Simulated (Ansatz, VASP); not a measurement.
# H6C35 (amorphous C:H with 15 at. % H) in two plane-wave programs

Wanted: the spread between two codes on one cell, functional and k mesh. Of the first pair: The structure shown is the start of the Ansatz relaxation below; VASP solves that cell, so the two are compared at the walk's first step.

Program: Ansatz 0.2.0. Level of theory: plane waves, with VASP 6.6.1 beside it; single point at PBE with D3(BJ). Results are calculated unless marked as measured.

## (1) Starting point

The cell holds 82 atoms: 70 C and 12 H. Its edges and angles: a = 8.593 Å, b = 8.593 Å, c = 8.593 Å, α = 90.0°, β = 90.0°, γ = 90.0°. 82 atoms (70 C, 12 H) packed at random and pushed apart as soft spheres at 2.23 g/cm^3; MD (Langevin at fixed volume unless said) with the MACE-MP-0b2 small potential (Batatia et al., arXiv:2401.00096), steps of 0.6 fs: 0.273 ps at 4500 K, 4500 to 2700 K in 0.273 ps, 2700 to 300 K in 0.78 ps; then atoms relaxed.

## (2) Ansatz: relaxation, PBE with D3(BJ)

Ansatz runs on its default PAW (the set named soft_2) files.

The two programs are compared at the cell with which this relaxation starts, whose forces are those of its first step.

File input.yaml:

```yaml
crystal:
  lattice:
    - [8.59339, 0.0, 0.0]
    - [0.0, 8.59339, 0.0]
    - [0.0, 0.0, 8.59339]
  atoms:
    - { symbol: C, position: [0.49628, 0.80821, 0.23594] }
    - { symbol: C, position: [0.04703, 0.88497, 0.18895] }
    - { symbol: C, position: [0.39255, 0.74783, 0.10891] }
    - { symbol: C, position: [0.51762, 0.02407, 0.9217] }
    - { symbol: C, position: [0.11792, 0.83757, 0.3252] }
    - { symbol: C, position: [0.13321, 0.72693, 0.57546] }
    - { symbol: C, position: [0.41218, 0.93025, 0.31414] }
    - { symbol: C, position: [0.25627, 0.00547, 0.77694] }
    - { symbol: C, position: [0.76298, 0.66772, 0.27122] }
    - { symbol: C, position: [0.264, 0.87705, 0.38422] }
    - { symbol: C, position: [0.93752, 0.9128, 0.52012] }
    - { symbol: C, position: [0.61703, 0.09468, 0.80712] }
    - { symbol: C, position: [0.34191, 0.91592, 0.65011] }
    - { symbol: C, position: [0.00953, 0.55371, 0.23021] }
    - { symbol: C, position: [0.15875, 0.50267, 0.26224] }
    - { symbol: C, position: [0.45693, 0.02192, 0.58816] }
    - { symbol: C, position: [0.03861, 0.99172, 0.95083] }
    - { symbol: C, position: [0.7476, 0.19954, 0.85645] }
    - { symbol: C, position: [0.14381, 0.29197, 0.47497] }
    - { symbol: C, position: [0.18818, 0.3114, 0.04002] }
    - { symbol: C, position: [0.89591, 0.51426, 0.50171] }
    - { symbol: C, position: [0.48984, 0.08307, 0.30931] }
    - { symbol: C, position: [0.74367, 0.28775, 0.12671] }
    - { symbol: C, position: [0.91393, 0.62638, 0.37241] }
    - { symbol: C, position: [0.7849, 0.75535, 0.85338] }
    - { symbol: C, position: [0.89494, 0.04022, 0.03809] }
    - { symbol: C, position: [0.75278, 0.94624, 0.28896] }
    - { symbol: C, position: [0.80348, 0.1814, 0.00941] }
    - { symbol: C, position: [0.0795, 0.98532, 0.79742] }
    - { symbol: C, position: [0.63912, 0.5121, 0.9171] }
    - { symbol: C, position: [0.13748, 0.90877, 0.05567] }
    - { symbol: C, position: [0.23277, 0.39, 0.1765] }
    - { symbol: C, position: [0.10283, 0.62572, 0.69431] }
    - { symbol: C, position: [0.29638, 0.86992, 0.02752] }
    - { symbol: C, position: [0.36501, 0.96811, 0.91306] }
    - { symbol: C, position: [0.59836, 0.0698, 0.64845] }
    - { symbol: C, position: [0.6475, 0.08493, 0.28336] }
    - { symbol: C, position: [0.89005, 0.94956, 0.16875] }
    - { symbol: C, position: [0.74955, 0.21799, 0.2795] }
    - { symbol: C, position: [0.40505, 0.23223, 0.32026] }
    - { symbol: C, position: [0.65508, 0.44265, 0.08501] }
    - { symbol: C, position: [0.23389, 0.38164, 0.90472] }
    - { symbol: C, position: [0.54154, 0.46829, 0.63464] }
    - { symbol: C, position: [0.48641, 0.46501, 0.13066] }
    - { symbol: C, position: [0.03766, 0.21937, 0.37585] }
    - { symbol: C, position: [0.9857, 0.53352, 0.92453] }
    - { symbol: C, position: [0.27735, 0.16912, 0.71797] }
    - { symbol: C, position: [0.11255, 0.36191, 0.62427] }
    - { symbol: C, position: [0.95532, 0.9354, 0.68923] }
    - { symbol: C, position: [0.76966, 0.59197, 0.11539] }
    - { symbol: C, position: [0.35768, 0.15961, 0.57964] }
    - { symbol: C, position: [0.30822, 0.24296, 0.45171] }
    - { symbol: C, position: [0.13264, 0.60791, 0.85812] }
    - { symbol: C, position: [0.54963, 0.63579, 0.58424] }
    - { symbol: C, position: [0.27343, 0.54677, 0.93139] }
    - { symbol: C, position: [0.39733, 0.35988, 0.2116] }
    - { symbol: C, position: [0.84675, 0.8447, 0.76262] }
    - { symbol: C, position: [0.26054, 0.82799, 0.54608] }
    - { symbol: C, position: [0.7724, 0.35715, 0.80078] }
    - { symbol: C, position: [0.85578, 0.00906, 0.42357] }
    - { symbol: C, position: [0.38283, 0.59225, 0.05316] }
    - { symbol: C, position: [0.99418, 0.49337, 0.64505] }
    - { symbol: C, position: [0.87974, 0.17475, 0.38405] }
    - { symbol: C, position: [0.63438, 0.4442, 0.77745] }
    - { symbol: C, position: [0.93402, 0.54927, 0.08772] }
    - { symbol: C, position: [0.66326, 0.79339, 0.28006] }
    - { symbol: C, position: [0.69851, 0.67256, 0.96386] }
    - { symbol: C, position: [0.01638, 0.76713, 0.44861] }
    - { symbol: C, position: [0.20136, 0.30951, 0.75165] }
    - { symbol: C, position: [0.91464, 0.4543, 0.8037] }
    - { symbol: H, position: [0.80903, 0.42464, 0.48361] }
    - { symbol: H, position: [0.58448, 0.39111, 0.54221] }
    - { symbol: H, position: [0.12111, 0.20434, 0.04322] }
    - { symbol: H, position: [0.41958, 0.43719, 0.6567] }
    - { symbol: H, position: [0.5054, 0.71165, 0.67658] }
    - { symbol: H, position: [0.6055, 0.75285, 0.99515] }
    - { symbol: H, position: [0.09882, 0.15886, 0.28194] }
    - { symbol: H, position: [0.56759, 0.01699, 0.03728] }
    - { symbol: H, position: [0.4827, 0.65213, 0.47747] }
    - { symbol: H, position: [0.6697, 0.67202, 0.56235] }
    - { symbol: H, position: [0.68698, 0.11597, 0.57121] }
    - { symbol: H, position: [0.2246, 0.5558, 0.3575] }
kpoints:
  mp_grid: { grid: [1, 1, 1] }
hamiltonian:
  xc: pbe
  dispersion: d3bj
scf:
  occupations: { method: fermi_dirac, width: 0.025 }
output:
  forces: true
relax:
  f_tol: 0.04
  max_steps: 250
  cell: {}
```

Command:

```console
$ ansatz run input.yaml --threads 4 --pin off --max-ram 8192MiB --backend cpu --events-out ev --progress --plain --runs-dir out
```

Numbers of over 12 decimals in the logs are rounded to 6 here.

The log of the run:

```text
Engine: ansatz 0.2.0, aarch64-unknown-linux-gnu
Pseudopotentials: kind: paw
Pseudopotential: C, paw, valence charge 4, recommended cutoff 420 eV (normal), C.paw.azcp
Pseudopotential: H, paw, valence charge 1, recommended cutoff 420 eV (normal), H.paw.azcp
Functional definition: PBE
  parameter kappa = 0.804
  parameter beta = 0.066725
  exchange = pbe_x(kappa = kappa, mu = beta*pi^2/3)
  correlation = pbe_c(beta = beta)
Crystal: 82 atoms, lattice volume = 634.591 Å³
Basis set: ecut = 420 eV, 12533 PW (Γ), exchange–correlation on 120×120×120 points (8 copies of the dense FFT grid, shifted against one another)
Bands: 228, of which v1, the nominal top of the filled ones, is band 146 counted from 1 (145 counted from 0)
Symmetry: 1 space group operations
Space group: P1 (ITA 1), of the structure as read, at distance tolerance 8.6e-5 Å
k-points: 1
Non-local potential: C, projectors of the file, l = 0: 2, l = 1: 2, l = 2: 1
Non-local potential: H, projectors of the file, l = 0: 2, l = 1: 1
PAW form: soft (Blöchl's): semilocal exchange-correlation on the pseudo side does not see the compensation charge
PAW one-centre angular grid: C, 110 points (default); XC on 64 Gauss nodes
PAW one-centre angular grid: H, 110 points (default); XC on 64 Gauss nodes
Initial density: superposition of atomic densities (neutral atoms: chi_scale 0, normalization atom), corrected by the library's trained network
Initial wavefunctions: pseudopotential atomic-orbital guess
Functional: x = pbe(κ = 0.804, μ = 0.219515), c = pbe(β = 0.066725)
SCF iter   1: F=—  HF=-17712.962962 eV  |F-HF|=—  |Δ(HF+E_count)|=         —  Δρ=1.62e-2  dr2=3.71e0  ethr=1.77e-3  ⟨swp⟩=6.0  Hψ=1019  notcnv=0  defer=40
preconditioner: auto → LDOS  [insulator: Δε(μ)=0.171 eV  Ē_g=14.955 eV  σ=0.025 eV  W_gap=0.94  n_scr=146 (ndim 8)  ℏωp=25.2 eV  f_vac=0.026  D(μ)=4.91/eV (n_scr^D=18)  ε∞_Penn≈3.8  β→1.0]
SCF iter   2: F=—  HF=-17713.382424 eV  |F-HF|=—  |Δ(HF+E_count)|=   4.19e-1  Δρ=2.10e-2  dr2=9.67e0  ethr=1.27e-3  ⟨swp⟩=3.0  Hψ=398  notcnv=0  defer=71  recentre
SCF iter   3: F=—  HF=-17712.538132 eV  |F-HF|=—  |Δ(HF+E_count)|=   8.44e-1  Δρ=7.14e-3  dr2=7.67e-1  ethr=1.27e-3  ⟨swp⟩=2.0  Hψ=262  notcnv=0  defer=71
SCF iter   4: F=—  HF=-17712.454686 eV  |F-HF|=—  |Δ(HF+E_count)|=   8.34e-2  Δρ=1.78e-3  dr2=3.28e-2  ethr=2.63e-4  ⟨swp⟩=2.0  Hψ=268  notcnv=0  defer=71
SCF iter   5: F=—  HF=-17712.451531 eV  |F-HF|=—  |Δ(HF+E_count)|=   3.16e-3  Δρ=7.53e-4  dr2=5.39e-3  ethr=1.12e-5  ⟨swp⟩=2.0  Hψ=254  notcnv=0  defer=71
SCF iter   6: F=—  HF=-17712.451087 eV  |F-HF|=—  |Δ(HF+E_count)|=   4.44e-4  Δρ=3.21e-4  dr2=9.18e-4  ethr=1.85e-6  ⟨swp⟩=2.0  Hψ=277  notcnv=0  defer=71
SCF iter   7: F=—  HF=-17712.451007 eV  |F-HF|=—  |Δ(HF+E_count)|=   8.03e-5  Δρ=1.53e-4  dr2=2.02e-4  ethr=3.14e-7  ⟨swp⟩=2.0  Hψ=210  notcnv=0  defer=71
SCF iter   8: F=—  HF=-17712.450990 eV  |F-HF|=—  |Δ(HF+E_count)|=   1.71e-5  Δρ=6.20e-5  dr2=3.16e-5  ethr=6.93e-8  ⟨swp⟩=2.0  Hψ=254  notcnv=0  defer=71
SCF iter   9: F=—  HF=-17712.450855 eV  |F-HF|=—  |Δ(HF+E_count)|=   1.35e-4  Δρ=2.22e-5  dr2=4.22e-6  ethr=1.08e-8  ⟨swp⟩=2.0  Hψ=280  notcnv=0  defer=71
SCF iter  10: F=—  HF=-17712.450854 eV  |F-HF|=—  |Δ(HF+E_count)|=   2.52e-7  Δρ=8.18e-6  dr2=6.50e-7  ethr=1.45e-9  ⟨swp⟩=2.0  Hψ=243  notcnv=0  defer=71
SCF iter  11: F=—  HF=-17712.450854 eV  |F-HF|=—  |Δ(HF+E_count)|=   6.76e-9  Δρ=3.76e-6  dr2=1.34e-7  ethr=2.22e-10  ⟨swp⟩=2.0  Hψ=267  notcnv=0  defer=71
SCF iter  12: F=-17712.450854 eV  HF=-17712.450854 eV  |F-HF|=2.65e-8  |Δ(HF+E_count)|=   6.73e-9  Δρ=1.76e-6  dr2=3.35e-8  ethr=3.42e-11  ⟨swp⟩=3.0  Hψ=525  notcnv=0
SCF 1 converged in 12 iterations: F = -17712.450854 eV  dr2 = 3.35e-8
  greatest PAW one-centre occupation: 0.707 electrons in one spin orbital (limit 2), on the C atom at site 56 (counted from 0), in its partial waves of l = 0
relax step   1: F+E_penalty+E_count = -17712.45085421 eV  Δ(F+E_penalty+E_count) = +0.000e0 eV  max|allowed force component| = 3.197e0 eV/Å  Δτ_max = 0.0000 Å  P = +4.774 GPa  Ω = 634.591 Å³  (12 SCF iters, dr2 threshold 1.00e-7 eV, accepted)
Crystal: 82 atoms, lattice volume = 641.055 Å³
Basis set: ecut = 420 eV, 12571 PW (Γ), exchange–correlation on 120×120×120 points (8 copies of the dense FFT grid, shifted against one another)
Initial density: handed on by an earlier stage of this run
Initial wavefunctions: those handed on with the density
iter 1 solved again at ethr=7.00e-4 eV; its pass at ethr=3.10e-3 eV (dr2=2.04e0 eV) is discarded
SCF iter   1: F=—  HF=-17715.252413 eV  |F-HF|=—  |Δ(HF+E_count)|=         —  Δρ=2.25e-2  dr2=2.06e0  ethr=7.00e-4  ⟨swp⟩=6.0  Hψ=1130  notcnv=0
preconditioner: auto → LDOS  [insulator: Δε(μ)=0.207 eV  Ē_g=14.848 eV  σ=0.025 eV  W_gap=0.97  n_scr=148 (ndim 8)  ℏωp=25.1 eV  f_vac=0.030  D(μ)=2.47/eV (n_scr^D=6)  ε∞_Penn≈3.8  β→1.0]
[...]
atom  57  C      0.00207886    -0.00576738     0.00643253
  atom  58  C      0.00739659    -0.00484156     0.00103185
  atom  59  C      0.00010075    -0.00700348    -0.00231302
  atom  60  C      0.00433702    -0.00028447    -0.00444645
  atom  61  C     -0.00177955     0.00580692     0.00141197
  atom  62  C     -0.00140444     0.00020499    -0.00436691
  atom  63  C     -0.00154390     0.00208091    -0.00078026
  atom  64  C      0.00076346     0.00153004     0.00408889
  atom  65  C      0.00019807     0.00007582     0.00185791
  atom  66  C     -0.00427683     0.00177641     0.00327423
  atom  67  C     -0.00413565    -0.00538195     0.00017698
  atom  68  C     -0.00361161    -0.00642982     0.00040068
  atom  69  C     -0.00125902     0.00381317     0.00400771
  atom  70  C     -0.00237896     0.00500211    -0.00003219
  atom  71  H      0.00744478     0.00083462    -0.00299772
  atom  72  H      0.00074630     0.00024506     0.00080604
  atom  73  H     -0.00143145     0.00051266    -0.00115662
  atom  74  H     -0.00142028    -0.00203018    -0.00015275
  atom  75  H     -0.00108860     0.00205159     0.00090515
  atom  76  H     -0.00019401     0.00117729    -0.00051150
  atom  77  H      0.00277115    -0.00178401    -0.00567551
  atom  78  H      0.00113039    -0.00035083     0.00042681
  atom  79  H     -0.00028767     0.00095909    -0.00057620
  atom  80  H      0.00396485     0.00068051    -0.00096158
  atom  81  H      0.00041808    -0.00188723     0.00107793
  atom  82  H      0.00013139     0.00061962     0.00230651
  max |Σ_I F_I| component: 7.52e-6 eV/Å
--- Stress (GPa, compression-positive) ---
       -0.009585       0.002356      -0.010473
        0.002355       0.026066      -0.012944
       -0.010474      -0.012944      -0.004220
  P = ⅓ Tr σ = 0.0041 GPa (0.041 kbar)
--- Relaxed structure (21 steps of the walk, 19 accepted, 2 SCFs on fresh bases) ---
  F+E_penalty+E_count = -17718.53542758 eV   max|allowed force component| = 7.488e-3 eV/Å   (the final SCF, on the basis selected at the relaxed cell)
  cell:  # Å, volume = 631.0303 Å³
    - [8.509686, -0.027094, -0.154366]
    - [-0.027094, 8.690091, -0.177512]
    - [-0.154366, -0.177512, 8.539739]
  atoms:
    - { symbol: C, position: [0.507077, 0.805867, 0.260799] }
    - { symbol: C, position: [0.048845, 0.891072, 0.200600] }
    - { symbol: C, position: [0.403300, 0.749880, 0.130228] }
    - { symbol: C, position: [0.534965, 0.00335286, 0.918506] }
    - { symbol: C, position: [0.114637, 0.834864, 0.337404] }
    - { symbol: C, position: [0.125422, 0.715671, 0.579364] }
    - { symbol: C, position: [0.424995, 0.934246, 0.369689] }
    - { symbol: C, position: [0.271704, -0.000125471, 0.787767] }
    - { symbol: C, position: [0.769447, 0.662920, 0.262921] }
    - { symbol: C, position: [0.264694, 0.858694, 0.397124] }
    - { symbol: C, position: [0.937221, 0.922756, 0.531523] }
    - { symbol: C, position: [0.614299, 0.085498, 0.795702] }
    - { symbol: C, position: [0.345023, 0.902375, 0.658506] }
    - { symbol: C, position: [0.018805, 0.565915, 0.222386] }
    - { symbol: C, position: [0.173558, 0.521039, 0.266049] }
    - { symbol: C, position: [0.444929, -0.00249892, 0.558440] }
    - { symbol: C, position: [0.050049, 1.003807, 0.967583] }
    - { symbol: C, position: [0.745952, 0.193004, 0.844903] }
    - { symbol: C, position: [0.139791, 0.306189, 0.475053] }
    - { symbol: C, position: [0.194375, 0.314749, 0.048066] }
    - { symbol: C, position: [0.909526, 0.474183, 0.475681] }
    - { symbol: C, position: [0.482853, 0.082417, 0.297840] }
    - { symbol: C, position: [0.742404, 0.278984, 0.112973] }
    - { symbol: C, position: [0.919541, 0.623886, 0.356922] }
[...]
- { symbol: C, position: [0.864043, 0.191827, 0.386618] }
    - { symbol: C, position: [0.626417, 0.426270, 0.754574] }
    - { symbol: C, position: [0.937686, 0.542757, 0.080596] }
    - { symbol: C, position: [0.674959, 0.790871, 0.289966] }
    - { symbol: C, position: [0.687219, 0.657880, 0.958351] }
    - { symbol: C, position: [0.00900324, 0.760012, 0.450134] }
    - { symbol: C, position: [0.219270, 0.301858, 0.756770] }
    - { symbol: C, position: [0.908502, 0.438182, 0.791966] }
    - { symbol: H, position: [0.784422, 0.453615, 0.487927] }
    - { symbol: H, position: [0.569618, 0.395012, 0.512326] }
    - { symbol: H, position: [0.123273, 0.210139, 0.049821] }
    - { symbol: H, position: [0.413098, 0.453929, 0.628856] }
    - { symbol: H, position: [0.527297, 0.713131, 0.674722] }
    - { symbol: H, position: [0.593047, 0.733599, 0.999246] }
    - { symbol: H, position: [-0.010538, 0.340555, 0.269891] }
    - { symbol: H, position: [0.610558, -0.019117, 0.020167] }
    - { symbol: H, position: [0.493706, 0.665648, 0.473070] }
    - { symbol: H, position: [0.687185, 0.665488, 0.557195] }
    - { symbol: H, position: [0.657268, 0.143585, 0.567562] }
    - { symbol: H, position: [0.233870, 0.575074, 0.368335] }
```

Reading the cycles: dr2 is the Hartree energy of the density residual (eV), the measure of convergence; HF is the Harris–Foulkes estimate of the energy, which meets the free energy F at convergence.

(Continued in part 2 of 2.)

[Lines on the potential files, build, host, timing and source positions are cut from VASP's logs without a mark.]

[Logs are printed without paths, hosts, clocks, repeated set-up lines and the standing remarks that a program may print on its own settings, such as how far it seeks lower states.]

[Hosts, paths, dates, database ids (printed as entryN), source tags and the programs' standing remarks are cut or masked in the printed files.]
